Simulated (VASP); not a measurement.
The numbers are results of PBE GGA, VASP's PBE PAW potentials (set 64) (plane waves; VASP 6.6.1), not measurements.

Input for VASP

**INCAR**
```
SYSTEM  =  RhTe
PREC  =  Accurate; ENCUT  =  400; LREAL  =  F
LASPH  =  T
EDIFF  =  1E-7; NELM  =  100; ALGO  =  Normal
LMAXMIX  =  4
ISMEAR  =  -5
GGA  =  PE
ISIF  =  2
LWAVE  =  F; LCHARG  =  T; LORBIT  =  11
NEDOS  =  601
```

### POSCAR
```
RhTe
1
    0.0000000000     2.9529803768     2.9529803768
    2.9529803768     0.0000000000     2.9529803768
    2.9529803768     2.9529803768     0.0000000000
Rh Te
1 1
Direct
  0.0000000000   0.0000000000   0.0000000000
  0.2500000000   0.2500000000   0.2500000000
```

**KPOINTS**
```
Automatic mesh
0
Gamma
12 12 12
0 0 0
```

POTCAR, in this order: Rh_pv Te (PBE.64 set). Program: vasp_std.

The run wrote:

**OUTCAR**
```
 ion  position               nearest neighbor table
   1  0.000  0.000  0.000-   2 2.56   2 2.56   2 2.56   2 2.56
   2  0.250  0.250  0.250-   1 2.56   1 2.56   1 2.56   1 2.56
  LATTYP: Found a face centered cubic cell.
 ALAT       =     5.9059607536
 Subroutine PRICEL returns:
 Original cell was already a primitive cell.
 Subroutine GETGRP returns: Found 24 space group operations
The static configuration has the point symmetry T_d .
The dynamic configuration has the point symmetry T_d .
 Subroutine INISYM returns: Found 24 space group operations
 Subroutine IBZKPT returns following result:
 Found     72 irreducible k-points:

 Following reciprocal coordinates:
            Coordinates               Weight
  0.000000  0.000000  0.000000      1.000000
  0.083333  0.000000  0.000000      8.000000
  0.166667  0.000000  0.000000      8.000000
  0.250000  0.000000  0.000000      8.000000
  0.333333  0.000000  0.000000      8.000000
  0.416667  0.000000  0.000000      8.000000
  0.500000  0.000000  0.000000      4.000000
  0.083333  0.083333  0.000000      6.000000
  0.166667  0.083333  0.000000     24.000000
  0.250000  0.083333  0.000000     24.000000
  0.333333  0.083333  0.000000     24.000000
  0.416667  0.083333  0.000000     24.000000
  0.500000  0.083333  0.000000     24.000000
 -0.416667  0.083333  0.000000     24.000000
 -0.333333  0.083333  0.000000     24.000000
 -0.250000  0.083333  0.000000     24.000000
 -0.166667  0.083333  0.000000     24.000000
 -0.083333  0.083333  0.000000     12.000000
  0.166667  0.166667  0.000000      6.000000
  0.250000  0.166667  0.000000     24.000000
  0.333333  0.166667  0.000000     24.000000
  0.416667  0.166667  0.000000     24.000000
  0.500000  0.166667  0.000000     24.000000
 -0.416667  0.166667  0.000000     24.000000
 -0.333333  0.166667  0.000000     24.000000
 -0.250000  0.166667  0.000000     24.000000
 -0.166667  0.166667  0.000000     12.000000
  0.250000  0.250000  0.000000      6.000000
  0.333333  0.250000  0.000000     24.000000
  0.416667  0.250000  0.000000     24.000000
  0.500000  0.250000  0.000000     24.000000
 -0.416667  0.250000  0.000000     24.000000
 -0.333333  0.250000  0.000000     24.000000
 -0.250000  0.250000  0.000000     12.000000
  0.333333  0.333333  0.000000      6.000000
  0.416667  0.333333  0.000000     24.000000
  0.500000  0.333333  0.000000     24.000000
 -0.416667  0.333333  0.000000     24.000000
 -0.333333  0.333333  0.000000     12.000000
  0.416667  0.416667  0.000000      6.000000
   k-points           NKPTS =     72   k-points in BZ     NKDIM =     72   number of bands    NBANDS=     14
   number of dos      NEDOS =    601   number of ions     NIONS =      2
   total plane-waves  NPLWV =  21952
   dimension x,y,z NGX =    28 NGY =   28 NGZ =   28
   dimension x,y,z NGXF=    56 NGYF=   56 NGZF=   56
   ions per type =               1   1
   PREC   = accura    normal or accurate (medium, high low for compatibility)
   ISTART =      0    job   : 0-new  1-cont  2-samecut
   ICHARG =      2    charge: 1-file 2-atom 10-const
   ISPIN  =      1    spin polarized calculation?
   LNONCOLLINEAR =      F non collinear calculations
   LSORBIT =      F    spin-orbit coupling
   INIWAV =      1    electr: 0-lowe 1-rand  2-diag
   ENCUT  =  400.0 eV  29.40 Ry    5.42 a.u.   6.81  6.81  6.81*2*pi/ulx,y,z
   NELM   =    100;   NELMIN=  2; NELMDL= -5     # of ELM steps
   EDIFF  = 0.1E-06   stopping-criterion for ELM
   LREAL  =      F    real-space projection
   NLSPLINE    = F    spline interpolate recip. space projectors
   LMAXMIX     =    4 max onsite mixed and CHGCAR
...
```

OSZICAR:
```
       N       E                     dE             d eps       ncg     rms          rms(c)
DAV:   1     0.946647619716E+02    0.94665E+02   -0.10487E+04  2584   0.108E+03
DAV:   2    -0.819541491965E+01   -0.10286E+03   -0.10088E+03  2376   0.276E+02
DAV:   3    -0.105896082551E+02   -0.23942E+01   -0.23828E+01  2448   0.442E+01
DAV:   4    -0.106228183345E+02   -0.33210E-01   -0.33203E-01  2896   0.490E+00
DAV:   5    -0.106229048011E+02   -0.86467E-04   -0.86394E-04  2472   0.242E-01    0.754E+00
DAV:   6    -0.105615705272E+02    0.61334E-01   -0.22228E-01  2094   0.539E+00    0.403E+00
DAV:   7    -0.105438622470E+02    0.17708E-01   -0.10415E-01  2034   0.312E+00    0.213E+00
DAV:   8    -0.105313075112E+02    0.12555E-01   -0.54685E-02  2052   0.277E+00    0.285E-01
DAV:   9    -0.105313949880E+02   -0.87477E-04   -0.16027E-03  2274   0.317E-01    0.161E-01
DAV:  10    -0.105314870067E+02   -0.92019E-04   -0.29475E-04  2262   0.163E-01    0.375E-02
DAV:  11    -0.105315027150E+02   -0.15708E-04   -0.30411E-05  2352   0.474E-02    0.818E-03
DAV:  12    -0.105315066202E+02   -0.39052E-05   -0.70094E-06  2280   0.189E-02    0.601E-03
DAV:  13    -0.105315066320E+02   -0.11767E-07   -0.25913E-07  2580   0.544E-03
   1 F= -.10531507E+02 E0= -.10531507E+02  d E =0.000000E+00
```

**OUTCAR**
```
------------------------ aborting loop because EDIFF is reached ----------------------------------------
  FORCE on cell =-STRESS in cart. coord.  units (eV):
  Direction    XX          YY          ZZ          XY          YZ          ZX
  --------------------------------------------------------------------------------------
  Total        0.0071330      0.0071330      0.0071330      0.0000000      0.0000000      0.0000000
  in kB        0.2219083      0.2219083      0.2219083      0.0000000      0.0000000      0.0000000
  external PRESSURE =       0.2219083 kB  Pullay stress =       0.0000000 kB
  volume of cell :       51.50
      direct lattice vectors                 reciprocal lattice vectors
     0.000000000  2.952980377  2.952980377    -0.169320461  0.169320461  0.169320461
     2.952980377  0.000000000  2.952980377     0.169320461 -0.169320461  0.169320461
     2.952980377  2.952980377  0.000000000     0.169320461  0.169320461 -0.169320461
 POSITION                                       TOTAL-FORCE (eV/Angst)
 -----------------------------------------------------------------------------------
      0.00000      0.00000      0.00000        -0.000000     -0.000000     -0.000000
      1.47649      1.47649      1.47649         0.000000      0.000000      0.000000
 -----------------------------------------------------------------------------------
    total drift:                                0.000000      0.000000      0.000000
  FREE ENERGIE OF THE ION-ELECTRON SYSTEM (eV)
  ---------------------------------------------------
  free  energy   TOTEN  =       -10.5315066320 eV

  energy  without entropy=      -10.5315066320  energy(sigma->0) =      -10.53150663

 total charge

# of ion       s       p       d       tot
------------------------------------------
    1        0.362   6.197   7.324  13.883
    2        1.357   1.911   0.113   3.381
--------------------------------------------------
tot          1.719   8.108   7.437  17.264
```
(Selected blocks of OUTCAR.)

For a metal the tetrahedron method with Blöchl corrections gives inexact stress and forces.

The structure was generated: RhTe was put into the zinc blende type (F-43m), which need not be its known phase. It was relaxed first, which changed the volume by -24 %. The electron count is odd and the run is not spin-polarised, which forces a metal.
